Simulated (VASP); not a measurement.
# TlGaSe2 in VASP: a series of runs

The runs below take TlGaSe2 through single point, molecular dynamics, with PBE.

All numbers are computed with VASP 6.6.1; they aren't measurements. Logs are shortened: lines on timing, memory, paths and dates and some standing lists are left out, and cuts for length are marked.

**1. Starting point**

The cell holds a amorphous, 8 atoms: a = 5.642 Å, b = 5.753 Å, c = 6.703 Å, α = 76.84°, β = 89.50°, γ = 89.38°.

The cell was built by a generator and needn't be a form met in nature.

**2. Single point, PBE**

File INCAR:

```
ALGO = Fast ; EDIFF = 1E-6
ENCUT = 520 ; GGA = PE
ISIF = 2 ; ISMEAR = -1
LASPH = True ; LCHARG = True
LELF = True ; LREAL = False
LVHAR = True ; LWAVE = False
NBANDS = 48 ; NELM = 100
PREC = Accurate ; SIGMA = 0.05
```

File KPOINTS:

```
k-points
0
Gamma
  3 3 2
```

File POSCAR:

```
TlGaSe2
1.0
    5.5964630000     -0.4603400000      0.5447810000
    0.4998650000      5.7202110000      0.3481020000
   -0.4848940000      1.1761940000      6.5808490000
Tl Ga Se
2 2 4
Direct
    0.8749427263      0.6276408606      0.9246068080
    0.3547715013      0.4104274094      0.1905486093
    0.2823557143      0.8623307384      0.3667157409
    0.4374874364      0.9619136217      0.8937854525
    0.3311362447      0.4448283702      0.7258140432
    0.8275006328      0.4827947206      0.3934733300
    0.7411229208      0.9520969145      0.5282328274
    0.9074674489      0.0883140818      0.0831668782
```

Potentials or basis: VASP PAW PBE potentials, release 64 (Tl_d, Ga_d, Se).

Command:

```
cat potpaw_PBE.64/Tl_d/POTCAR potpaw_PBE.64/Ga_d/POTCAR potpaw_PBE.64/Se/POTCAR > POTCAR
mpirun -np 1 vasp_std > vasp.out
```

OUTCAR:

```text
EDIFF = 1E-6
   ENCUT = 520
   GGA = PE
   ISIF = 2
   ISMEAR = -1
   LASPH = True
   LREAL = False
   NELM = 100
   PREC = Accurate

 ion  position               nearest neighbor table
   1  0.875  0.628  0.925-   7 2.98   8 3.05   6 3.07   8 3.08   4 3.09   5 3.17   2 3.33   2 3.51

   2  0.355  0.410  0.191-   6 3.08   5 3.08   3 3.11   3 3.13   6 3.32   8 3.33   1 3.33   4 3.37
                             1 3.51
   3  0.282  0.862  0.367-   2 3.11   2 3.13
   4  0.437  0.962  0.894-   5 2.81   1 3.09   2 3.37
   5  0.331  0.445  0.726-   4 2.81   2 3.08   1 3.17
   6  0.828  0.483  0.393-   1 3.07   2 3.08   2 3.32
   7  0.741  0.952  0.528-   1 2.98
   8  0.907  0.088  0.083-   1 3.05   1 3.08   2 3.33

  LATTYP: Found a triclinic cell.
 ALAT       =     5.7525519472
 B/A-ratio  =     1.3517344836
 C/A-ratio  =     0.9807348594
 COS(alpha) =     0.0005446221
 COS(beta)  =     0.0109037330
 COS(gamma) =     0.5435857331

  Lattice vectors:

 A1 = (  -0.4998650000,  -5.7202110000,  -0.3481020000)
 A2 = (  -0.9847590000,  -4.5440170000,   6.2327470000)
 A3 = (  -5.5964630000,   0.4603400000,  -0.5447810000)

Analysis of symmetry for initial positions (statically):
=====================================================================
 Subroutine PRICEL returns:
 Original cell was already a primitive cell.

 Routine SETGRP: Setting up the symmetry group for a
 triclinic supercell.

 Subroutine GETGRP returns: Found  1 space group operations
 (whereof  1 operations were pure point group operations)
 out of a pool of  2 trial point group operations.

The static configuration has the point symmetry C_1 .

Analysis of symmetry for dynamics (positions and initial velocities):
=====================================================================
 Subroutine PRICEL returns:
 Original cell was already a primitive cell.

 Routine SETGRP: Setting up the symmetry group for a
 triclinic supercell.

 Subroutine GETGRP returns: Found  1 space group operations
 (whereof  1 operations were pure point group operations)
 out of a pool of  2 trial point group operations.

The dynamic configuration has the point symmetry C_1 .

 Subroutine INISYM returns: Found  1 space group operations
 (whereof  1 operations are pure point group operations),
 and found     1 'primitive' translations

----------------------------------------------------------------------------------------

                                     Primitive cell

  volume of cell :     211.8044

  direct lattice vectors                    reciprocal lattice vectors
     5.596463000 -0.460340000  0.544781000     0.175796240 -0.016327939  0.015871412
     0.499865000  5.720211000  0.348102000     0.017328237  0.175131615 -0.030024454
    -0.484894000  1.176194000  6.580849000    -0.015469500 -0.007912127  0.152230378

  length of vectors
     5.641728225  5.752551947  6.702695583     0.177264834  0.178529601  0.153218782

  position of ions in fractional coordinates (direct lattice)
     0.874942726  0.627640861  0.924606808
     0.354771501  0.410427409  0.190548609
     0.282355714  0.862330738  0.366715741
     0.437487436  0.961913622  0.893785452
     0.331136245  0.444828370  0.725814043
     0.827500633  0.482794721  0.393473330
     0.741122921  0.952096914  0.528232827
     0.907467449  0.088314082  0.083166878

  ion indices of the primitive-cell ions
   primitive index   ion index
                 1           1
                 2           2
                 3           3
                 4           4
                 5           5
                 6           6
                 7           7
                 8           8

----------------------------------------------------------------------------------------

 KPOINTS: k-points

Automatic generation of k-mesh.
 Grid dimensions read from file:
 generate k-points for:    3    3    2

 Generating k-lattice:

  Cartesian coordinates                     Fractional coordinates (reciprocal lattice)
     0.058598747 -0.005442646  0.005290471     0.333333333  0.000000000  0.000000000
     0.005776079  0.058377205 -0.010008151    -0.000000000  0.333333333  0.000000000
    -0.007734750 -0.003956064  0.076115189     0.000000000  0.000000000  0.500000000

  Length of vectors
     0.059088278  0.059509867  0.076609391

  Shift w.r.t. Gamma in fractional coordinates (k-lattice)
     0.000000000  0.000000000  0.000000000

 Subroutine IBZKPT returns following result:
 ===========================================

 Found     10 irreducible k-points:

 Following reciprocal coordinates:
            Coordinates               Weight
  0.000000  0.000000  0.000000      1.000000
  0.333333 -0.000000  0.000000      2.000000
  0.000000  0.333333  0.000000      2.000000
  0.333333  0.333333  0.000000      2.000000
 -0.333333  0.333333  0.000000      2.000000
 -0.000000 -0.000000  0.500000      1.000000
  0.333333 -0.000000  0.500000      2.000000
  0.000000  0.333333  0.500000      2.000000
  0.333333  0.333333  0.500000      2.000000
 -0.333333  0.333333  0.500000      2.000000
   k-points           NKPTS =     10   k-points in BZ     NKDIM =     10   number of bands    NBANDS=     48
   number of dos      NEDOS =    301   number of ions     NIONS =      8
   total plane-waves  NPLWV = 100800
   dimension x,y,z NGX =    42 NGY =   48 NGZ =   50
   dimension x,y,z NGXF=    84 NGYF=   96 NGZF=  100
   ions per type =               2   2   4
   NGX,Y,Z   is equivalent  to a cutoff of  12.38, 13.87, 12.40 a.u.
   NGXF,Y,Z  is equivalent  to a cutoff of  24.75, 27.74, 24.80 a.u.
 SYSTEM =  unknown system
   PREC   = accura    normal or accurate (medium, high low for compatibility)
   ISTART =      0    job   : 0-new  1-cont  2-samecut
   ICHARG =      2    charge: 1-file 2-atom 10-const
   ISPIN  =      1    spin polarized calculation?
   LNONCOLLINEAR =      F non collinear calculations
   LSORBIT =      F    spin-orbit coupling
   LASPH  =      T    aspherical Exc in radial PAW
   ENCUT  =  520.0 eV  38.22 Ry    6.18 a.u.  10.49 10.70 12.46*2*pi/ulx,y,z
   NELM   =    100;   NELMIN=  2; NELMDL= -5     # of ELM steps
   EDIFF  = 0.1E-05   stopping-criterion for ELM
   LREAL  =      F    real-space projection
   EDIFFG = 0.1E-04   stopping-criterion for IOM
   NSW    =      0    number of steps for IOM
   IBRION =     -1    ionic relax: 0-MD 1-quasi-New 2-CG
   NFREE  =      0    steps in history (QN), initial steepest desc. (CG)
   ISIF   =      2    stress and relaxation
   ISYM   =      2    0-nonsym 1-usesym 2-fastsym
   POTIM  = 0.5000    time-step for ionic-motion
   TEBEG  =    0.0;   TEEND  =   0.0 temperature during run
   PSTRESS=    0.0 pullay stress
   NELECT =      76.0000    total number of electrons
   NUPDOWN=      -1.0000    fix difference up-down
   EMIN   =  10.00;   EMAX   =-10.00  energy-range for DOS
   EFERMI =   0.00;   METHOD = LEGACY
   ISMEAR =    -1;   SIGMA  =   0.05  broadening in eV -4-tet -1-fermi 0-gaus
   EFERMI_NEDOS =   21; number of points for ismear=-14 and -15
   IALGO  =     68    algorithm
   IMIX   =      4    mixing-type and parameters
     AMIX     =   0.40;   BMIX     =  1.00
     AMIX_MAG =   1.60;   BMIX_MAG =  1.00
  volume/ion in A,a.u.               =      26.48       178.67
  Fermi-wavevector in a.u.,A,eV,Ry     =   1.163325  2.198366 18.413106  1.353325
  Thomas-Fermi vector in A             =   2.299876
   LORBIT       =      0    0 simple, 1 ext, 2 COOP (PROOUT), +10 PAW based schemes
   GGA     = PE    functional components
   LHFCALC =     F    Hartree Fock is set to
   AEXX    =    0.0000 exact exchange contribution
   IVDW    =     0    specifies the selected vdW correction
   LEPSILON=     F    determine dielectric tensor
   LRPA    =     F    only Hartree local field effects (RPA)
 non-spin polarized calculation
 RMM-DIIS sequential band-by-band and
  energy-cutoff  :      520.00
  volume of cell :      211.80
 maximum number of plane-waves:      5719
 NGX is ok and might be reduce to    42
   NGX = 21   NGY = 21   NGZ = 25

 number of electron      76.0000011 magnetization

 Free energy of the ion-electron system (eV)
  ---------------------------------------------------
  ext. energy  EPLUGINS =         0.00000000
  ---------------------------------------------------
  free energy    TOTEN  =       -23.44829074 eV

  energy without entropy =      -23.39268997  energy(sigma->0) =      -23.42049035

 E-fermi :   3.6925     XC(G=0):  -9.5496

 val. band max:        3.6772375245   @ k =  -0.3333   0.3333   0.5000
 cond. band min:       3.7163760738   @ k =  -0.3333   0.3333   0.0000
 fundamental gap:      0.0391385493
 Fermi energy:         3.6925413785

 k-point     1 :       0.0000    0.0000    0.0000
  band No.  band energies     occupation
      1     -10.9318      2.00000
      2     -10.9226      2.00000
      3     -10.9020      2.00000
      4     -10.8928      2.00000
      5     -10.8837      2.00000
      6     -10.8722      2.00000
[... 40 lines left out ...]
     47       8.1195      0.00000
     48       9.1274      0.00000

 k-point     2 :       0.3333   -0.0000    0.0000
  band No.  band energies     occupation
      1     -10.9288      2.00000
      2     -10.9222      2.00000
      3     -10.9043      2.00000
      4     -10.8903      2.00000
      5     -10.8872      2.00000
      6     -10.8696      2.00000
[... 40 lines left out ...]
     47       8.5701      0.00000
     48       9.1567      0.00000

 k-point     3 :       0.0000    0.3333    0.0000
  band No.  band energies     occupation
      1     -10.9328      2.00000
      2     -10.9225      2.00000
      3     -10.9018      2.00000
      4     -10.8930      2.00000
      5     -10.8822      2.00000
      6     -10.8747      2.00000
[... 40 lines left out ...]
     47       8.6676      0.00000
     48       9.3909      0.00000

 k-point     4 :       0.3333    0.3333    0.0000
  band No.  band energies     occupation
      1     -10.9307      2.00000
      2     -10.9223      2.00000
      3     -10.9046      2.00000
      4     -10.8916      2.00000
      5     -10.8857      2.00000
      6     -10.8725      2.00000
[... 40 lines left out ...]
     47       8.7234      0.00000
     48       9.1646      0.00000

 k-point     5 :      -0.3333    0.3333    0.0000
  band No.  band energies     occupation
      1     -10.9312      2.00000
      2     -10.9222      2.00000
      3     -10.9042      2.00000
      4     -10.8902      2.00000
      5     -10.8871      2.00000
      6     -10.8721      2.00000
[... 40 lines left out ...]
     47       8.7418      0.00000
     48       8.9703      0.00000

 k-point     6 :      -0.0000   -0.0000    0.5000
  band No.  band energies     occupation
      1     -10.9323      2.00000
      2     -10.9235      2.00000
      3     -10.9059      2.00000
      4     -10.8979      2.00000
      5     -10.8837      2.00000
      6     -10.8776      2.00000
[... 40 lines left out ...]
     47       8.0964      0.00000
     48       8.2151      0.00000

 k-point     7 :       0.3333   -0.0000    0.5000
  band No.  band energies     occupation
      1     -10.9288      2.00000
      2     -10.9247      2.00000
      3     -10.9014      2.00000
      4     -10.8978      2.00000
      5     -10.8874      2.00000
      6     -10.8754      2.00000
[... 40 lines left out ...]
     47       8.4892      0.00000
     48       9.0856      0.00000

 k-point     8 :       0.0000    0.3333    0.5000
  band No.  band energies     occupation
      1     -10.9324      2.00000
      2     -10.9232      2.00000
      3     -10.9056      2.00000
      4     -10.8978      2.00000
      5     -10.8848      2.00000
      6     -10.8728      2.00000
[... 40 lines left out ...]
     47       8.0075      0.00000
     48       8.5210      0.00000

 k-point     9 :       0.3333    0.3333    0.5000
  band No.  band energies     occupation
      1     -10.9298      2.00000
      2     -10.9251      2.00000
      3     -10.9019      2.00000
      4     -10.8970      2.00000
      5     -10.8898      2.00000
      6     -10.8698      2.00000
[... 40 lines left out ...]
     47       8.1633      0.00000
     48       8.6487      0.00000

 k-point    10 :      -0.3333    0.3333    0.5000
  band No.  band energies     occupation
      1     -10.9309      2.00000
      2     -10.9245      2.00000
      3     -10.9011      2.00000
      4     -10.8984      2.00000
      5     -10.8880      2.00000
      6     -10.8706      2.00000
[... 40 lines left out ...]
     47       8.3255      0.00000
     48       8.7562      0.00000

------------------------ aborting loop because EDIFF is reached ----------------------------------------

  FORCE on cell =-STRESS in cart. coord.  units (eV):
  Direction    XX          YY          ZZ          XY          YZ          ZX
  --------------------------------------------------------------------------------------
  -------------------------------------------------------------------------------------
  Total       -0.9781754     -1.8974821     -0.2122200      0.4393398     -0.4814815      1.2190961
  in kB       -7.3993307    -14.3533533     -1.6053212      3.3233510     -3.6421288      9.2217562
  external PRESSURE =      -7.7860018 kB  Pullay stress =       0.0000000 kB

 VOLUME and BASIS-vectors are now :
 -----------------------------------------------------------------------------
  energy-cutoff  :      520.00
  volume of cell :      211.80
      direct lattice vectors                 reciprocal lattice vectors
     5.596463000 -0.460340000  0.544781000     0.175796240 -0.016327939  0.015871412
     0.499865000  5.720211000  0.348102000     0.017328237  0.175131615 -0.030024454
    -0.484894000  1.176194000  6.580849000    -0.015469500 -0.007912127  0.152230378

 POSITION                                       TOTAL-FORCE (eV/Angst)
 -----------------------------------------------------------------------------------
      4.76198      4.27498      6.77983         0.237943     -0.275840     -0.301640
      2.09823      2.40854      1.59012        -0.029499     -0.232163      0.255421
      1.83342      5.23406      2.86730        -0.170023     -0.261105      0.216205
      2.49582      6.35222      6.45505         0.064717      0.643403     -0.169412
      1.72360      3.24578      5.11172        -0.067806      0.009702      0.106824
      4.68162      2.84356      3.20826        -0.096564      0.039000      0.359888
      4.36745      5.72633      4.21140         0.258449      0.185922     -0.350658
      5.08243      0.18525      1.07242        -0.197216     -0.108918     -0.116628
 -----------------------------------------------------------------------------------
    total drift:                                0.002390      0.000627      0.000121

  FREE ENERGIE OF THE ION-ELECTRON SYSTEM (eV)
  ---------------------------------------------------
  free  energy   TOTEN  =       -23.4482907379 eV

  energy  without entropy=      -23.3926899706  energy(sigma->0) =      -23.42049035
```

Run time: 74 s. Hardware: 1 thread of Intel Xeon 6975P-C (Granite Rapids), shared host; peak memory 0.35 GiB.

What came out:

| Quantity | Value |
| --- | --- |
| Free energy | -23.4483 eV |
| Pressure | -0.8 GPa |
| Largest force | 0.668 eV/Å |
| Band gap on the k mesh | none (metal or under the smearing width) |

Forces in eV/Å, atoms in the order of the input:
```
Tl   0.238 -0.276 -0.302
Tl  -0.029 -0.232  0.255
Ga  -0.170 -0.261  0.216
Ga   0.065  0.643 -0.169
Se  -0.068  0.010  0.107
Se  -0.097  0.039  0.360
Se   0.258  0.186 -0.351
Se  -0.197 -0.109 -0.117
```

Caveat: the k mesh is coarse (spacing up to 0.48 Å⁻¹), so the values aren't converged.

(Part 1 of 2 ends here.)
